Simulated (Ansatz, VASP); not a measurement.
# Cross-check of SnO2 (SnO2 (P4_2/mnm)) between VASP and Ansatz, part 2 of 2

Aim: how closely do two programs agree when they are given the same cell, functional and k mesh? The cell is taken from a series of runs on this material, whose earlier steps may have relaxed, scaled, displaced or heated it; both programs get it as it stands.

VASP 6.6.1 and Ansatz 0.2.0.

So far: Starting point; Ansatz: single point, PBE0 form with 25 % exact exchange; VASP: single point, PBE0 form with 25 % exact exchange.

### Step 3. VASP: single point, PBE0 form with 25 % exact exchange (continued)

Level of this step: PBE0; plane waves and PAW (Sn_d, O) (VASP).

Numbers of over 12 decimals in the logs are rounded to 6 here.

OUTCAR, selected parts (step 3):

```text
ion  position               nearest neighbor table
   1  0.250  0.250  0.250-   6 2.07   8 2.07   9 2.07  12 2.07  11 2.07  10 2.07   2 3.21   2 3.21
                             3 3.73   4 3.73   3 3.73   3 3.73   4 3.73   4 3.73   4 3.73   3 3.73
   2  0.750  0.750  0.750-   5 2.07   7 2.07  10 2.07  11 2.07   9 2.07  12 2.07   1 3.21   1 3.21
                             3 3.73   4 3.73   4 3.73   4 3.73   3 3.73   3 3.73   3 3.73   4 3.73
   3  0.000  0.000  0.000-   9 2.07  11 2.07   7 2.07   8 2.07   5 2.07   6 2.07   4 3.21   4 3.21
                             1 3.73   2 3.73   2 3.73   1 3.73   2 3.73   1 3.73   1 3.73   2 3.73
   4  0.500  0.500  0.500-  10 2.07  12 2.07   7 2.07   8 2.07   5 2.07   6 2.07   3 3.21   3 3.21
                             1 3.73   2 3.73   1 3.73   2 3.73   1 3.73   2 3.73   2 3.73   1 3.73
   5  0.056  0.444  0.750-   2 2.07   3 2.07   4 2.07
   6  0.556  0.944  0.250-   1 2.07   3 2.07   4 2.07
   7  0.444  0.056  0.750-   2 2.07   3 2.07   4 2.07
   8  0.944  0.556  0.250-   1 2.07   3 2.07   4 2.07
   9  0.000  0.000  0.306-   3 2.07   1 2.07   2 2.07
  10  0.500  0.500  0.806-   4 2.07   2 2.07   1 2.07
  11  1.000  1.000  0.694-   3 2.07   2 2.07   1 2.07
  12  0.500  0.500  0.194-   4 2.07   1 2.07   2 2.07

  LATTYP: Found a body centered tetragonal cell.
 ALAT       =     6.7427041387
 C/A-ratio  =     0.9527046105

 Subroutine GETGRP returns: Found  4 space group operations
 (whereof  4 operations were pure point group operations)

The static configuration has the point symmetry C_2h.

 Found      6 irreducible k-points:

   k-points           NKPTS =      6   k-points in BZ     NKDIM =      8   number of bands    NBANDS=     64

   dimension x,y,z NGX =    48 NGY =   48 NGZ =   50
   dimension x,y,z NGXF=    96 NGYF=   96 NGZF=  100

   ENCUT  =  520.0 eV  38.22 Ry    6.18 a.u.  10.69 10.69 12.54*2*pi/ulx,y,z

   NELECT =     104.0000    total number of electrons

 k-points in reciprocal lattice and weights: Automatic mesh
   0.00000000  0.00000000  0.00000000       0.125
   0.50000000  0.00000000  0.00000000       0.250
   0.00000000  0.00000000  0.50000000       0.125
   0.50000000  0.50000000  0.50000000       0.125
   0.50000000  0.50000000  0.00000000       0.125
   0.50000000  0.00000000  0.50000000       0.250

  exchange ACFDT corr.  =         0.00000000  see jH, gK, PRB 81, 115126

 average (electrostatic) potential at core
       1 -93.2803       2 -93.2803       3 -93.2799       4 -93.2799       5 -61.4214
       6 -61.4214       7 -61.4214       8 -61.4214       9 -61.4215      10 -61.4215
      11 -61.4215      12 -61.4215

 E-fermi :   4.2933

 k-point     1 :       0.0000    0.0000    0.0000
  band No.  band energies     occupation
    ...
     48       3.2700      2.00000
     49       3.2701      2.00000
     50       3.4509      2.00000
     51       3.4509      2.00000
     52       4.1522      2.00000
     53       7.7208      0.00000
     54      11.5884      0.00000
     55      11.5891      0.00000
     56      12.9414      0.00000
     57      13.0314      0.00000
    ...

 k-point     2 :       0.5000    0.0000    0.0000
  band No.  band energies     occupation
    ...
     48       3.3075      2.00000
     49       3.3148      2.00000
     50       3.3148      2.00000
     51       3.6604      2.00000
     52       3.6604      2.00000
     53      11.2459      0.00000
     54      11.2459      0.00000
     55      13.0475      0.00000
     56      13.0475      0.00000
     57      15.5789      0.00000
    ...

 k-point     3 :       0.0000    0.0000    0.5000
  band No.  band energies     occupation
    ...
     48       3.3073      2.00000
     49       3.3146      2.00000
     50       3.3146      2.00000
     51       3.6605      2.00000
     52       3.6605      2.00000
     53      11.2452      0.00000
     54      11.2452      0.00000
     55      13.0481      0.00000
     56      13.0481      0.00000
     57      15.5790      0.00000
    ...

  Total       -1.8879123     -1.8879123     -3.3826068     -0.0039458     -0.0008105     -0.0008105
  in kB      -20.7138971    -20.7138971    -37.1134667     -0.0432923     -0.0088923     -0.0088926
  external PRESSURE =     -26.1804203 kB  Pullay stress =       0.0000000 kB

  energy-cutoff  :      520.00
  volume of cell :      146.03
      direct lattice vectors                 reciprocal lattice vectors
     0.000000000  4.767811820  3.211902660    -0.104869911  0.104869911  0.155670969
     4.767811820  0.000000000  3.211902660     0.104869911 -0.104869911  0.155670969
     4.767811820  4.767811820  0.000000000     0.104869911  0.104869911 -0.155670969

 POSITION                                       TOTAL-FORCE (eV/Angst)
 -----------------------------------------------------------------------------------
      2.38391      2.38391      1.60595         0.000000     -0.000000      0.000000
      7.15172      7.15172      4.81785         0.000000     -0.000000      0.000000
      0.00000      0.00000      0.00000         0.000000     -0.000000      0.000000
      4.76781      4.76781      3.21190         0.000000     -0.000000      0.000000
      5.69076      3.84486      1.60595        -0.020367      0.020367      0.000000
      5.69076      3.84486      4.81785        -0.020367      0.020367      0.000000
      3.84486      5.69076      1.60595         0.020367     -0.020367      0.000000
      3.84486      5.69076      4.81785         0.020367     -0.020367      0.000000
      1.46091      1.46091      0.00019         0.021903      0.021903     -0.002323
      6.22872      6.22872      3.21210         0.021903      0.021903     -0.002323
      8.07472      8.07472      6.42361        -0.021903     -0.021903      0.002323
      3.30691      3.30691      3.21171        -0.021903     -0.021903      0.002323
 -----------------------------------------------------------------------------------
    total drift:                                0.000069      0.000024     -0.000016

  FREE ENERGIE OF THE ION-ELECTRON SYSTEM (eV)
  ---------------------------------------------------
  free  energy   TOTEN  =      -101.3667343846 eV

  energy  without entropy=     -101.3667343846  energy(sigma->0) =     -101.36673438

 total charge
# of ion       s       p       d       tot
------------------------------------------
    1        0.847   1.076  10.380  12.302
    2        0.847   1.076  10.380  12.302
    3        0.847   1.076  10.380  12.302
    4        0.847   1.076  10.380  12.302
    5        1.560   3.540   0.000   5.100
    6        1.560   3.540   0.000   5.100
    7        1.560   3.540   0.000   5.100
    8        1.560   3.540   0.000   5.100
    9        1.560   3.540   0.000   5.100
   10        1.560   3.540   0.000   5.100
   11        1.560   3.540   0.000   5.100
   12        1.560   3.540   0.000   5.100
--------------------------------------------------
tot         15.866  32.626  41.519  90.011

[... 3 further parts left out ...]
```

The run ends at a pressure of -2.62 GPa, with forces up to 0.031 eV/Å.

### Step 4. Differences

Known differences besides the potentials themselves: exact exchange at q = 0 is treated differently, which shows on coarse meshes; VASP keeps PBE cores, Ansatz makes them for the functional; fixed occupations in Ansatz, narrow Gaussian smearing in VASP; the cutoff is 420 eV in Ansatz and 520 eV in VASP; VASP takes a coarser grid for exact exchange (PRECFOCK = Fast). Total energies have different zeros and are not compared.

Both answers:

| quantity | Ansatz | VASP | difference |
| --- | --- | --- | --- |
| gap on the k mesh (eV) | 3.522 | 3.569 | -0.046 |

At this near-relaxed geometry the largest component of a force difference is 19 meV/Å. A gap on the mesh is an upper bound, since the band edges may lie between its points.

### Step 5. Outcome

| Item | Value |
| --- | --- |
| difference in gap on the k mesh (single point, PBE0 form with 25 % exact exchange) | -0.046 eV |
| r.m.s. force difference (single point, PBE0 form with 25 % exact exchange) | 12 meV/Å |

The r.m.s. force difference is 12 meV/Å (single point, PBE0 form with 25 % exact exchange), at about the 12 meV/Å picked in this series as the mark of a large difference. Such differences can come from data sets, numerical settings and the points named under the comparisons, not from the functional's error against experiment.

[Lines on the potential files, build, host, timing and source positions are cut from VASP's logs without a mark.]

[Logs are printed without paths, hosts, clocks, repeated set-up lines and the standing remarks that a program may print on its own settings, such as how far it seeks lower states.]

[Hosts, paths, dates, database ids (printed as entryN), source tags and the programs' standing remarks are cut or masked in the printed files.]
